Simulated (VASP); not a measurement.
Here is the system:

```
Li2Se
1.0
    0.00000     3.03271     3.03271
    3.03271     0.00000     3.03271
    3.03271     3.03271     0.00000
Li Se
2 1
Cartesian
  1.51636   1.51636   1.51636
  4.54907   4.54907   4.54907
  3.03271   0.00000   3.03271
```

Method: PW91 GGA, VASP's PBE PAW potentials (set 64) (plane waves; VASP). Numerical set-up: 520 eV cut-off, 6×6×6 Γ-centred mesh, Gaussian smearing of 0.050 eV, potentials Li_sv Se.

### Question
Predict the energy per atom (σ→0), band gap (on the k-mesh) with the smallest direct gap where there is one.

### Answer

```yaml
band gap (on the k-mesh): 3.00 eV
smallest direct gap (on the k-mesh): 3.27 eV
energy per atom (σ→0): -3.733 eV/atom
```

The absolute energy has meaning only against runs of the same code, potentials and settings.

The compound is Li2Se in the antifluorite structure. This cell is one point of a volume scan, at 1.03 of the reference volume.
